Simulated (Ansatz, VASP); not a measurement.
**ZrGe2As4 (ZrGe2As4 monolayer): VASP beside Ansatz**

Aim: how closely do two programs agree when they are given the same cell, functional and k mesh? The cell is taken from a series of runs on this material, whose earlier steps may have relaxed, scaled, displaced or heated it; both programs get it as it stands.

Calculated with Ansatz 0.2.0; plane waves, with VASP 6.6.1 beside it; single point at PBE with D3(BJ).

## (1) The starting structure

The cell holds 7 atoms: 4 As, 2 Ge and 1 Zr. Its edges and angles: a = 3.818 Å, b = 3.818 Å, c = 28.202 Å, α = 90.0°, β = 90.0°, γ = 120.0°. Vacuum lies along c.

## (2) Ansatz: single point, PBE with D3(BJ)

Ansatz runs on its default PAW (the set named soft_2) files.

A single point gives forces, pressure and levels at one fixed geometry, so differences don't come from the geometry; what else differs is listed under the comparison.

File input.yaml:

```yaml
crystal:
  lattice:
    - [3.8181822928, 0.0, 0.0]
    - [-1.9090911464, 3.3066428619, 0.0]
    - [0.0, 0.0, 28.2021379302]
  atoms:
    - { symbol: As, position: [0.0, 0.0, 0.3191247423] }
    - { symbol: Ge, position: [0.3333333333, 0.6666666667, 0.3590102026] }
    - { symbol: As, position: [0.3333333333, 0.6666666667, 0.4448325555] }
    - { symbol: Zr, position: [0.0, 0.0, 0.5] }
    - { symbol: As, position: [0.3333333333, 0.6666666667, 0.5551674445] }
    - { symbol: Ge, position: [0.3333333333, 0.6666666667, 0.6409897974] }
    - { symbol: As, position: [0.0, 0.0, 0.6808752577] }
kpoints:
  mp_grid: { grid: [12, 12, 1] }
  band_path:
    path: [[0, 0, 0], [0.5, 0, 0], [0.33333333, 0.33333333, 0], [0, 0, 0]]
    npoints: 16
hamiltonian:
  xc: pbe
  dispersion: d3bj
scf:
  occupations: { method: fermi_dirac, width: 0.02585 }
  convergence: { dr2_threshold: 1.0e-10 }
efield:
  axis: 3
  dipole_correction: true
  ramp_position: 0.97
  ramp_width: 0.06
  amplitude: 0
output:
  dos: { projected: true, e_range: [-6, 5] }
  write_potential: true
  write_density: true
  volumetric_format: npy
  elf: true
```

On the command line:

```sh
$ ansatz run input.yaml --threads 4 --pin off --max-ram 6144MiB --backend cpu --events-out ev --progress --plain --runs-dir out
```

Numbers of over 12 decimals in the logs are rounded to 6 here.

Log:

```text
Engine: ansatz 0.2.0, x86_64-unknown-linux-gnu
Pseudopotentials: kind: paw
Pseudopotential: As, paw, valence charge 15, recommended cutoff 420 eV (normal), As.paw.azcp
Pseudopotential: Ge, paw, valence charge 14, recommended cutoff 420 eV (normal), Ge.paw.azcp
Pseudopotential: Zr, paw, valence charge 12, recommended cutoff 420 eV (normal), Zr.paw.azcp
Functional definition: PBE
  parameter kappa = 0.804
  parameter beta = 0.066725
  exchange = pbe_x(kappa = kappa, mu = beta*pi^2/3)
  correlation = pbe_c(beta = beta)
Crystal: 7 atoms, lattice volume = 356.062 Å³
Basis set: ecut = 420 eV, 6947 PW (Γ)
Bands: 60, of which v1, the nominal top of the filled ones, is band 50 counted from 1 (49 counted from 0)
Symmetry: 6 space group operations
k-points: 19 of 144 (time reversal used)
Non-local potential: As, projectors of the file, l = 0: 2, l = 1: 2, l = 2: 3, l = 3: 1
Non-local potential: Ge, projectors of the file, l = 0: 2, l = 1: 2, l = 2: 3, l = 3: 1
Non-local potential: Zr, projectors of the file, l = 0: 3, l = 1: 2, l = 2: 2, l = 3: 2
PAW form: soft (Blöchl's): semilocal exchange-correlation on the pseudo side does not see the compensation charge
PAW one-centre angular grid: As, 590 points (default); XC on 64 Gauss nodes
PAW one-centre angular grid: Ge, 590 points (default); XC on 64 Gauss nodes
PAW one-centre angular grid: Zr, 590 points (default); XC on 64 Gauss nodes
Initial density: superposition of atomic densities (neutral atoms: chi_scale 0, normalization atom), corrected by the library's trained network
Initial wavefunctions: pseudopotential atomic-orbital guess
Functional: x = pbe(κ = 0.804, μ = 0.219515), c = pbe(β = 0.066725)
SCF iter   1: F=—  HF=-32202.159465 eV  |F-HF|=—  |Δ(HF+E_count)|=         —  Δρ=2.91e-3  dr2=9.30e-2  ethr=1.77e-3  p=0.000 e·Å  D=1.10e-13 V/Å  ΔV_dip=-0.00 eV  dr2_dipole=3.62e-8  V_vac-E_F(+/−)=5.22/5.22 eV  ⟨swp⟩=6.7  Hψ=4240  notcnv=0  defer=13
efield: sawtooth ramp at fractional position 0.9700 (set: `efield.ramp_position`, or a place that a band, a saddle search or an elastic batch's reference lends), width 0.0600; the density the first Hamiltonian is built on has a dipole p = 0.000 e·Å; the dipole correction subtracts the counter field D = 1.10e-13 V/Å, which shifts the + side's vacuum level by -0.00 eV against the − side's; the planar-averaged density in the ramp window peaks in size at 8.6e-6 e/Å³
preconditioner: auto → LDOS  [insulator: Δε(μ)=0.110 eV  Ē_g=8.028 eV  σ=0.026 eV  W_gap=0.75  n_scr=84 (ndim 8)  ℏωp=11.1 eV  f_vac=0.529  D(μ)=0.89/eV (n_scr^D=6)  ε∞_Penn≈2.9  β→1.0]
SCF iter   2: F=—  HF=-32202.171557 eV  |F-HF|=—  |Δ(HF+E_count)|=   1.21e-2  Δρ=1.99e-3  dr2=1.52e-1  ethr=9.30e-5  p=0.000 e·Å  D=4.66e-5 V/Å  ΔV_dip=-0.00 eV  dr2_dipole=1.67e-7  V_vac-E_F(+/−)=4.82/4.82 eV  ⟨swp⟩=3.4  Hψ=1869  notcnv=0  defer=49
SCF iter   3: F=—  HF=-32202.156456 eV  |F-HF|=—  |Δ(HF+E_count)|=   1.51e-2  Δρ=6.52e-4  dr2=1.59e-2  ethr=9.30e-5  p=-0.000 e·Å  D=-1.65e-5 V/Å  ΔV_dip=0.00 eV  dr2_dipole=2.35e-8  V_vac-E_F(+/−)=5.18/5.18 eV  ⟨swp⟩=3.1  Hψ=1553  notcnv=0  defer=49
SCF iter   4: F=—  HF=-32202.154836 eV  |F-HF|=—  |Δ(HF+E_count)|=   1.62e-3  Δρ=3.49e-4  dr2=2.55e-3  ethr=1.59e-5  p=0.000 e·Å  D=8.35e-6 V/Å  ΔV_dip=-0.00 eV  dr2_dipole=4.48e-9  V_vac-E_F(+/−)=5.05/5.05 eV  ⟨swp⟩=2.7  Hψ=1487  notcnv=0  defer=49
SCF iter   5: F=—  HF=-32202.154341 eV  |F-HF|=—  |Δ(HF+E_count)|=   4.95e-4  Δρ=7.52e-5  dr2=5.98e-5  ethr=2.55e-6  p=0.000 e·Å  D=6.75e-7 V/Å  ΔV_dip=-0.00 eV  dr2_dipole=1.82e-11  V_vac-E_F(+/−)=5.06/5.06 eV  ⟨swp⟩=2.0  Hψ=1359  notcnv=0  defer=49
SCF iter   6: F=—  HF=-32202.154341 eV  |F-HF|=—  |Δ(HF+E_count)|=   8.53e-8  Δρ=2.35e-5  dr2=5.56e-6  ethr=5.98e-8  p=0.000 e·Å  D=1.07e-6 V/Å  ΔV_dip=-0.00 eV  dr2_dipole=2.56e-10  V_vac-E_F(+/−)=5.07/5.07 eV  ⟨swp⟩=2.3  Hψ=1565  notcnv=0  defer=49
SCF iter   7: F=—  HF=-32202.154438 eV  |F-HF|=—  |Δ(HF+E_count)|=   9.75e-5  Δρ=6.23e-6  dr2=1.71e-7  ethr=5.56e-9  p=-0.000 e·Å  D=-5.31e-7 V/Å  ΔV_dip=0.00 eV  dr2_dipole=4.00e-11  V_vac-E_F(+/−)=5.07/5.07 eV  ⟨swp⟩=2.4  Hψ=1695  notcnv=0  defer=49
SCF iter   8: F=—  HF=-32202.154439 eV  |F-HF|=—  |Δ(HF+E_count)|=   3.32e-7  Δρ=1.41e-6  dr2=1.17e-8  ethr=1.71e-10  p=0.000 e·Å  D=1.03e-6 V/Å  ΔV_dip=-0.00 eV  dr2_dipole=1.40e-10  V_vac-E_F(+/−)=5.07/5.07 eV  ⟨swp⟩=2.7  Hψ=2233  notcnv=0  defer=49
SCF iter   9: F=—  HF=-32202.154439 eV  |F-HF|=—  |Δ(HF+E_count)|=   6.78e-9  Δρ=3.69e-7  dr2=1.27e-9  ethr=1.17e-11  p=-0.000 e·Å  D=-1.62e-6 V/Å  ΔV_dip=0.00 eV  dr2_dipole=3.05e-10  V_vac-E_F(+/−)=5.07/5.07 eV  ⟨swp⟩=2.2  Hψ=2024  notcnv=0  defer=49
SCF iter  10: F=—  HF=-32202.154439 eV  |F-HF|=—  |Δ(HF+E_count)|=  1.27e-10  Δρ=1.88e-7  dr2=7.45e-10  ethr=1.27e-12  p=0.000 e·Å  D=1.59e-6 V/Å  ΔV_dip=-0.00 eV  dr2_dipole=2.56e-10  V_vac-E_F(+/−)=5.07/5.07 eV  ⟨swp⟩=2.2  Hψ=2028  notcnv=0  defer=49
SCF iter  11: F=-32202.154439 eV  HF=-32202.154439 eV  |F-HF|=5.82e-11  |Δ(HF+E_count)|=  4.37e-11  Δρ=6.64e-8  dr2=1.46e-11  ethr=1.00e-12  p=0.000 e·Å  D=7.86e-8 V/Å  ΔV_dip=-0.00 eV  dr2_dipole=1.17e-12  V_vac-E_F(+/−)=5.07/5.07 eV  ⟨swp⟩=9.7  Hψ=3490  notcnv=0
SCF 1 converged in 11 iterations: F = -32202.154439 eV  dr2 = 1.46e-11
  greatest PAW one-centre occupation: 0.999 electrons in one spin orbital (limit 2), on the As atom at site 6 (counted from 0), in its partial waves of l = 2
NSCF: frozen V_eff on 49 k-points
efield: sawtooth ramp at fractional position 0.9700 (kept from the solve that this one continues, or follows in the run), width 0.0600; the density the first Hamiltonian is built on has a dipole p = 0.000 e·Å; the dipole correction subtracts the counter field D = 7.86e-8 V/Å, which shifts the + side's vacuum level by -0.00 eV against the − side's; the planar-averaged density in the ramp window peaks in size at 6.2e-6 e/Å³
WARN: The output density's exchange-correlation potential varies sharply where the density is thin. Do not read a vacuum level from v_tot or v_xc, or from such a field of the output density. On a cell that repeats whose density bears no net charge and no dipole along the vacuum's axis use v_es (v_loc + v_h of the components); under efield.dipole_correction with no amplitude use v_es + v_field, which holds any externa [...]
SCF converged after 11 iterations
Free energy (F): -32202.154439 eV
Harris-Foulkes:  -32202.154439 eV  (|F-HF|=5.82e-11)
Internal energy: -32202.152020 eV  (E = F + TS)
E sigma→0 (E₀):  -32202.153229 eV
Entropy (-TS):   -0.002419 eV (-0.346 meV/atom)
Fermi energy:    1.406199 eV
Dipole field:    D = -0.000001 V/Å  (p = -0.000002 e·Å, saw-weighted, corrected)
Work function:   Φ+ = 5.0661 eV   Φ− = 5.0660 eV
Levels:          The Fermi level and band energies are counted from a zero that moves with the ramp; work functions are not
--- Per-component energies (eV) ---
  E_band       = -2160.391026
  E_kinetic    = 968.377603
  E_local      = -116852.598218  (includes V_loc(G=0)·N_el)
  E_nonlocal   = -1766.172561
  E_hartree    = 57951.893825
  E_xc         = -629.667342
  E_vxc        = -637.001257  (∫ρ·V_xc dr)
  E_paw        = -14333.890889  (= ΣΔE_a)
  E_vpaw       = 223.215194  (= ΣTr[D̂ρ^β])
  E_aug_tail   = 0.000632  (compensation charges beyond the density's cutoff)
  E_efield     = 0.000000  (sawtooth field / dipole correction)
  E_vefield    = 0.000000  (∫n·V_field dr)
  E_ewald      = 42462.132612
  E_disp       = -2.227681  (pairwise vdW)
  E_smearing   = -0.002419  (= −TS)
  E_closure    = -0.000000  (closes the sum)
  Σ components = -32202.154439   (vs F -32202.154439, Δ=0.00e0)
--- Band table (eV; the first three rows and the last of 19) ---
  k-point 0: bands = [... 46 lower, 0.8830, 0.8830, 1.4762, 1.4762, 2.0760, 2.6221, 3.1034, 4.4789, ... 6 higher]
  k-point 1: bands = [... 46 lower, 0.7424, 0.7463, 1.3140, 1.3536, 2.3002, 3.2742, 3.4470, 4.3701, ... 6 higher]
  k-point 2: bands = [... 46 lower, 0.5697, 0.5827, 0.9459, 1.0603, 2.2186, 3.5022, 3.5036, 4.4374, ... 6 higher]
  k-point 18: bands = [... 46 lower, -0.8422, -0.6897, 0.1586, 0.9668, 2.7192, 2.8101, 3.6507, 3.9785, ... 6 higher]
```

Reading the cycles: dr2 is the Hartree energy of the density residual (eV), the measure of convergence; HF is the Harris–Foulkes estimate of the energy, which meets the free energy F at convergence.

## (3) VASP: single point, PBE with D3(BJ)

The same cell, functional, mesh and smearing now go to VASP, with its own data sets.

Lines of VASP's logs that name or quote its potential files are left out, and so is its time.

File INCAR:

```
SYSTEM = ZrGe2As4
PREC = Accurate
ENCUT = 410
EDIFF = 1E-06
NELM = 120
ISMEAR = -1
SIGMA = 0.02585
LREAL = .FALSE.
ALGO = Normal
GGA = PE
IVDW = 12
NBANDS = 37
LASPH = .TRUE.
LORBIT = 11
LWAVE = .FALSE.
LCHARG = .FALSE.
ISIF = 2
LDIPOL = .TRUE.
IDIPOL = 3
DIPOL = 0.5 0.5 0.5
LVHAR = .TRUE.
GGA_COMPAT = .FALSE.
NELMDL = -8
KPAR = 2
```

File POSCAR:

```
ZrGe2As4
1.0
    3.8181822928      0.0000000000      0.0000000000
   -1.9090911464      3.3066428619      0.0000000000
    0.0000000000      0.0000000000     28.2021379302
As Ge Zr
4 2 1
Direct
    0.0000000000      0.0000000000      0.3191247423
    0.3333333333      0.6666666667      0.4448325555
    0.3333333333      0.6666666667      0.5551674445
    0.0000000000      0.0000000000      0.6808752577
    0.3333333333      0.6666666667      0.3590102026
    0.3333333333      0.6666666667      0.6409897974
    0.0000000000      0.0000000000      0.5000000000
```

File KPOINTS:

```
Automatic mesh
0
Gamma
12 12 1
0 0 0
```

PAW data sets: As, Ge_d and Zr_sv (PBE family, release 64).

On the command line:

```sh
$ mpirun -np 2 vasp_std
```

Log:

```text
[banner, memory and clock lines left out]
running    2 mpi-ranks, on    1 nodes
 distrk:  each k-point on    1 cores,    2 groups
 distr:  one band on    1 cores,    1 groups

 POSCAR found type information on POSCAR AsGeZr
 POSCAR found :  3 types and       7 ions
 LDA part: xc-table for (Slater+PW92), standard interpolation
 POSCAR, INCAR and KPOINTS ok, starting setup
 FFT: planning ... GRIDC
 FFT: planning ... GRID_SOFT
 FFT: planning ... GRID
 WAVECAR not read
 entering main loop
       N       E                     dE             d eps       ncg     rms          rms(c)
DAV:   1     0.529589403817E+03    0.52959E+03   -0.24856E+04  1735   0.171E+03
DAV:   2     0.350182389682E+02   -0.49457E+03   -0.48339E+03  1631   0.460E+02
DAV:   3    -0.344158233624E+02   -0.69434E+02   -0.68328E+02  2162   0.151E+02
DAV:   4    -0.389675705634E+02   -0.45517E+01   -0.45278E+01  2263   0.378E+01
DAV:   5    -0.393177984666E+02   -0.35023E+00   -0.35007E+00  2292   0.684E+00
DAV:   6    -0.393258837930E+02   -0.80853E-02   -0.80847E-02  2087   0.928E-01
DAV:   7    -0.393260758135E+02   -0.19202E-03   -0.19201E-03  2140   0.171E-01
DAV:   8    -0.393260864368E+02   -0.10623E-04   -0.10623E-04  2335   0.325E-02    0.138E+01
DAV:   9    -0.378743251025E+02    0.14518E+01   -0.46424E+00  1564   0.893E+00    0.530E+00
DAV:  10    -0.378010659543E+02    0.73259E-01   -0.92795E-01  2071   0.429E+00    0.206E+00
DAV:  11    -0.377998359935E+02    0.12300E-02   -0.14813E-01  1636   0.197E+00    0.759E-01
DAV:  12    -0.377991750889E+02    0.66090E-03   -0.22536E-02  1935   0.651E-01    0.229E-01
DAV:  13    -0.377992042041E+02   -0.29115E-04   -0.23580E-03  2108   0.225E-01    0.122E-01
DAV:  14    -0.377992676012E+02   -0.63397E-04   -0.65133E-04  1708   0.132E-01    0.348E-02
DAV:  15    -0.377992673112E+02    0.29000E-06   -0.73310E-05  2324   0.354E-02    0.190E-02
DAV:  16    -0.377992987958E+02   -0.31485E-04   -0.50153E-05  1676   0.277E-02    0.978E-03
DAV:  17    -0.377993635893E+02   -0.64793E-04   -0.87564E-06  1511   0.106E-02    0.454E-03
DAV:  18    -0.377995014022E+02   -0.13781E-03   -0.19072E-05  1447   0.138E-02    0.366E-03
DAV:  19    -0.377995775396E+02   -0.76137E-04   -0.70345E-06  1399   0.608E-03    0.144E-03
DAV:  20    -0.377995991111E+02   -0.21571E-04   -0.95229E-07  1252   0.477E-03    0.868E-04
DAV:  21    -0.377996120100E+02   -0.12899E-04   -0.48239E-07  1168   0.227E-03    0.472E-04
DAV:  22    -0.377996153539E+02   -0.33439E-05   -0.10479E-07  1101   0.129E-03    0.222E-04
DAV:  23    -0.377996177444E+02   -0.23905E-05   -0.17793E-07  1120   0.954E-04    0.113E-04
DAV:  24    -0.377996185769E+02   -0.83251E-06   -0.27542E-08  1037   0.811E-04
   1 F= -.40026998E+02 E0= -.40025754E+02  d E =-.248754E-02
```

OUTCAR, selected parts (step 3):

```text
ion  position               nearest neighbor table
   1  0.000  0.000  0.319-   5 2.47   5 2.47   5 2.47
   2  0.333  0.667  0.445-   5 2.42   7 2.70   7 2.70   7 2.70
   3  0.333  0.667  0.555-   6 2.42   7 2.70   7 2.70   7 2.70
   4  0.000  0.000  0.681-   6 2.47   6 2.47   6 2.47
   5  0.333  0.667  0.359-   2 2.42   1 2.47   1 2.47   1 2.47
   6  0.333  0.667  0.641-   3 2.42   4 2.47   4 2.47   4 2.47
   7  0.000  0.000  0.500-   2 2.70   3 2.70   2 2.70   3 2.70   2 2.70   3 2.70

  LATTYP: Found a hexagonal cell.
 ALAT       =     3.8181822928
 C/A-ratio  =     7.3862733017

 Subroutine GETGRP returns: Found 12 space group operations
 (whereof 12 operations were pure point group operations)

The static configuration has the point symmetry D_3h.

 Found     19 irreducible k-points:

   k-points           NKPTS =     19   k-points in BZ     NKDIM =     19   number of bands    NBANDS=     37

   dimension x,y,z NGX =    28 NGY =   28 NGZ =  192
   dimension x,y,z NGXF=    56 NGYF=   56 NGZF=  384

   ENCUT  =  410.0 eV  30.13 Ry    5.49 a.u.   6.30  6.30 46.56*2*pi/ulx,y,z

   NELECT =      60.0000    total number of electrons

 k-points in reciprocal lattice and weights: Automatic mesh
   0.00000000  0.00000000  0.00000000       0.007
   0.08333333  0.00000000  0.00000000       0.042
   0.16666667  0.00000000  0.00000000       0.042
   0.25000000  0.00000000  0.00000000       0.042
   0.33333333 -0.00000000  0.00000000       0.042
   0.41666667  0.00000000  0.00000000       0.042
   0.50000000  0.00000000  0.00000000       0.021
   0.08333333  0.08333333  0.00000000       0.042
   0.16666667  0.08333333  0.00000000       0.083
[...]
0.33333333  0.25000000  0.00000000       0.083
   0.33333333  0.33333333  0.00000000       0.014

 dipolmoment           0.000000      0.000000      0.000000 electrons x Angstroem

 average (electrostatic) potential at core
       1 -55.0298       2 -54.2935       3 -54.2935       4 -55.0298       5 -79.9072
       6 -79.9072       7 -84.2407

 E-fermi :  -0.6552

 k-point     1 :       0.0000    0.0000    0.0000
  band No.  band energies     occupation
    ...
     24      -1.3646      2.00000
     25      -1.3646      2.00000
     26      -1.2566      2.00000
     27      -1.1855      2.00000
     28      -1.1855      2.00000
     29      -0.5833      0.11681
     30      -0.5833      0.11681
     31       0.0058      0.00000
     32       0.5478      0.00000
     33       1.0351      0.00000
    ...

 k-point     2 :       0.0833    0.0000    0.0000
  band No.  band energies     occupation
    ...
     26      -1.5298      2.00000
     27      -1.3217      2.00000
     28      -1.3149      2.00000
     29      -0.7450      1.93983
     30      -0.7061      1.75477
     31       0.2354      0.00000
     32       1.2022      0.00000
     33       1.3763      0.00000
     34       2.3056      0.00000
     35       2.3691      0.00000
    ...

 k-point     3 :       0.1667    0.0000    0.0000
  band No.  band energies     occupation
    ...
     26      -1.9086      2.00000
     27      -1.4884      2.00000
     28      -1.4808      2.00000
     29      -1.1131      2.00000
     30      -0.9996      2.00000
     31       0.1555      0.00000
     32       1.4324      0.00000
     33       1.4337      0.00000
     34       2.3760      0.00000
     35       2.6236      0.00000
    ...

 Edisp (eV)   -2.22738

  Total       0.05526     0.05526     0.04595     0.00000     0.00000     0.00000
  in kB       0.24867     0.24867     0.20675     0.00000     0.00000     0.00000
  external pressure =        0.23 kB  Pullay stress =        0.00 kB

  energy-cutoff  :      410.00
  volume of cell :      356.06
      direct lattice vectors                 reciprocal lattice vectors
     3.818182293  0.000000000  0.000000000     0.261904729  0.151210766  0.000000000
    -1.909091146  3.306642862  0.000000000     0.000000000  0.302421532  0.000000000
     0.000000000  0.000000000 28.202137930     0.000000000  0.000000000  0.035458305

 POSITION                                       TOTAL-FORCE (eV/Angst)
 -----------------------------------------------------------------------------------
      0.00000      0.00000      9.00000        -0.000000      0.000000     -0.031644
     -0.00000      2.20443     12.54523         0.000000     -0.000000      0.010893
     -0.00000      2.20443     15.65691         0.000000      0.000000     -0.010893
      0.00000      0.00000     19.20214        -0.000000      0.000000      0.031644
     -0.00000      2.20443     10.12486         0.000000     -0.000000      0.011218
     -0.00000      2.20443     18.07728         0.000000     -0.000000     -0.011218
      0.00000      0.00000     14.10107        -0.000000     -0.000000      0.000000
 -----------------------------------------------------------------------------------
    total drift:                               -0.000000      0.000000     -0.000000

  FREE ENERGIE OF THE ION-ELECTRON SYSTEM (eV)
  ---------------------------------------------------
  free  energy   TOTEN  =       -40.0269976229 eV

  energy  without entropy=      -40.0245100812  energy(sigma->0) =      -40.02575385

 vacuum level on the upper side and lower side of the slab         4.416         4.416

 total charge
# of ion       s       p       d       tot
------------------------------------------
    1        1.275   1.441   0.033   2.749
    2        1.217   1.609   0.033   2.859
    3        1.217   1.609   0.033   2.859
    4        1.275   1.441   0.033   2.749
    5        1.130   1.159  10.049  12.338
    6        1.130   1.159  10.049  12.338
    7        2.168   5.996   1.613   9.777
--------------------------------------------------
tot          9.411  14.414  21.842  45.667

[... 3 further parts left out ...]
```

## (4) Differences

Known differences besides the potentials themselves: the data sets hold 100 valence electrons in Ansatz (on its default PAW (the set named soft_2) files) and 60 in VASP; the cutoff is 420 eV in Ansatz and 410 eV in VASP. Total energies have different zeros and are not compared.

The two programs side by side:

```tsv
quantity	Ansatz	VASP	difference
work function, lower of the two faces (eV)	5.07	5.07	-0.01
work function, higher of the two faces (eV)	5.07	5.07	-0.01
```

With vacuum in the cell, a pressure given here is an average over mostly empty space and none of the material.

## (5) Summary of results

| Quantity | Value |
| --- | --- |
| difference in work function, lower of the two faces (single point, PBE with D3(BJ)) | -0.0052 eV |

What this shows: The difference in work function, lower of the two faces is -0.0052 eV (single point, PBE with D3(BJ)). The data sets hold unlike numbers of valence electrons (100 in Ansatz and 60 in VASP), so part of the differences comes from the potentials. How closely two codes agree says nothing of how well the functional describes the real material.

[Lines on the potential files, build, host, timing and source positions are cut from VASP's logs without a mark.]

[Logs are printed without paths, hosts, clocks, repeated set-up lines and the standing remarks that a program may print on its own settings, such as how far it seeks lower states.]

[Hosts, paths, dates, database ids (printed as entryN), source tags and the programs' standing remarks are cut or masked in the printed files.]
